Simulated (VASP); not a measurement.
OSZICAR of a VASP run on Cd$_{4}$Te$_{3}$Se (space group Pmm2):

File OSZICAR:
```
       N       E                     dE             d eps       ncg     rms          rms(c)
DAV:   1     0.217143264202E+04    0.21714E+04   -0.42963E+00  1556   0.144E+01    0.566E+00
DAV:   2     0.217113497125E+04   -0.29767E+00   -0.48696E+00  1548   0.128E+01    0.106E+01
DAV:   3     0.217058996972E+04   -0.54500E+00   -0.15306E-01  1911   0.217E+00    0.133E+01
DAV:   4     0.217270406807E+04    0.21141E+01   -0.42582E-01  1600   0.549E+00    0.575E+00
DAV:   5     0.217287177993E+04    0.16771E+00   -0.97069E-01  1594   0.293E+00    0.530E+00
DAV:   6     0.217386092450E+04    0.98914E+00   -0.36115E-01  1588   0.253E+00    0.232E+00
DAV:   7     0.217444671258E+04    0.58579E+00   -0.17472E-01  1564   0.129E+00    0.843E-01
DAV:   8     0.217464836821E+04    0.20166E+00   -0.24653E-02  1645   0.548E-01    0.349E-01
DAV:   9     0.217478598995E+04    0.13762E+00   -0.60582E-03  1613   0.325E-01    0.143E-01
DAV:  10     0.217481399318E+04    0.28003E-01   -0.42684E-03  1587   0.278E-01    0.140E-01
DAV:  11     0.217475941362E+04   -0.54580E-01   -0.19751E-03  1669   0.263E-01    0.115E-01
DAV:  12     0.217476689322E+04    0.74796E-02   -0.22867E-04  1646   0.762E-02    0.609E-02
DAV:  13     0.217477144771E+04    0.45545E-02   -0.23463E-05  1652   0.221E-02    0.485E-02
DAV:  14     0.217478600192E+04    0.14554E-01   -0.29176E-05  1611   0.274E-02    0.114E-02
DAV:  15     0.217478411890E+04   -0.18830E-02   -0.14624E-05  1681   0.258E-02    0.245E-02
DAV:  16     0.217478990574E+04    0.57868E-02   -0.40568E-06  1330   0.142E-02    0.837E-03
DAV:  17     0.217479061606E+04    0.71032E-03   -0.13859E-06  1061   0.633E-03    0.472E-03
DAV:  18     0.217479160367E+04    0.98761E-03   -0.46697E-07   907   0.395E-03    0.400E-03
DAV:  19     0.217479149356E+04   -0.11011E-03   -0.23329E-07   898   0.233E-03    0.330E-03
DAV:  20     0.217479137159E+04   -0.12197E-03   -0.36138E-08   855   0.740E-04    0.295E-03
DAV:  21     0.217479082549E+04   -0.54611E-03   -0.78126E-08   846   0.158E-03    0.875E-04
DAV:  22     0.217479053937E+04   -0.28612E-03   -0.37402E-08   840   0.790E-04    0.393E-04
DAV:  23     0.217479063846E+04    0.99089E-04   -0.26163E-08   831   0.997E-04    0.808E-04
DAV:  24     0.217479053706E+04   -0.10140E-03   -0.35014E-09   825   0.365E-04    0.517E-04
DAV:  25     0.217479043214E+04   -0.10491E-03   -0.15339E-09   819   0.160E-04    0.172E-04
DAV:  26     0.217479041451E+04   -0.17632E-04   -0.18286E-09   816   0.220E-04    0.841E-05
DAV:  27     0.217479040609E+04   -0.84263E-05   -0.33328E-10   819   0.714E-05    0.738E-05
DAV:  28     0.217479041275E+04    0.66663E-05   -0.13770E-10   816   0.632E-05    0.470E-05
DAV:  29     0.217479040457E+04   -0.81785E-05   -0.87351E-11   819   0.447E-05    0.501E-05
DAV:  30     0.217479039952E+04   -0.50581E-05   -0.66858E-11   819   0.339E-05    0.368E-05
DAV:  31     0.217479040249E+04    0.29757E-05   -0.15652E-11   819   0.218E-05    0.269E-05
DAV:  32     0.217479040369E+04    0.11946E-05   -0.20415E-11   798   0.789E-06    0.227E-05
DAV:  33     0.217479040740E+04    0.37136E-05    0.51306E-13   801   0.964E-06    0.904E-06
DAV:  34     0.217479040941E+04    0.20076E-05   -0.29770E-12   798   0.575E-06    0.372E-06
DAV:  35     0.217479040993E+04    0.52341E-06    0.88974E-12   801   0.385E-06
   1 F= 0.21747904E+04 E0= 0.21747904E+04  d E =-.160090E-11
       N       E                     dE             ncg
       N       E                     dE             ncg
       N       E                     dE             ncg
       N       E                     dE             ncg
```

Problem. Which electronic solver shows in the log?

Solution. It is blocked Davidson (ALGO = Normal, or the opening steps of other solvers). The INCAR had ALGO = Normal.

Problem. Can the final energy be trusted as converged?

Solution. Self-consistency was reached. It stopped with EDIFF = 1E-6, NELM = 200 (modified Becke-Johnson potential (mBJ), plane waves, VASP's PBE PAW potentials (set 64)). mBJ is a potential without an energy functional, so only the levels count.

The structure comes from a computed database's Cd4Te3Se entry (Pmm2); how it stands against other phases isn't given here. It was relaxed first. The cell's shape comes from a PBE relaxation.
